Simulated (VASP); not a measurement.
Here is a VASP 6.6.1 calculation.

File INCAR:

```
PREC = Normal
ENCUT = 520
EDIFF = 1E-4
ISMEAR = 0
SIGMA = 0.15
LREAL = F
LASPH = T
NELM = 60
ALGO = Fast
ISIF = 3
LWAVE = F
LCHARG = F
GGA = PE
IBRION = 2
NSW = 24
EDIFFG = -0.08
```

The input KPOINTS:

```
Automatic mesh
0
Gamma
  4 4 3
```

POSCAR

```
Mg2CdO3
1.0
    4.5578339800      0.0000000000      0.0000000000
   -2.2789169900      3.9472000100      0.0000000000
    0.0000000000      0.0000000000      4.8624358700
Mg Cd O
2 1 3
Direct
    0.3333333300      0.6666666700      0.0000000000
    0.6666666700      0.3333333300      0.0000000000
    0.0000000000      0.0000000000      0.5000000000
    0.5000000000      0.0000000000      0.5000000000
    0.0000000000      0.5000000000      0.5000000000
    0.5000000000      0.5000000000      0.5000000000
```

Potentials or basis: VASP PAW PBE potentials, release 64 (Mg, Cd, O).

Run with:

```console
$ cat potpaw_PBE.64/Mg/POTCAR potpaw_PBE.64/Cd/POTCAR potpaw_PBE.64/O/POTCAR > POTCAR
$ mpirun -np 1 vasp_std > vasp.out
```

(1) Estimate the space group after relaxing (to 0.05 Å).

(2) Predict the relaxed cell.

(3) What does it give for the band gap on the k mesh?

Results:

(1) P6/mmm (No. 191).

(2) a = 5.310 Å, b = 5.310 Å, c = 2.853 Å, α = 90.00°, β = 90.00°, γ = 120.00°.

(3) none (metal or under the smearing width).

Caveat: the k mesh is coarse (spacing up to 0.43 Å⁻¹), so the values aren't converged.
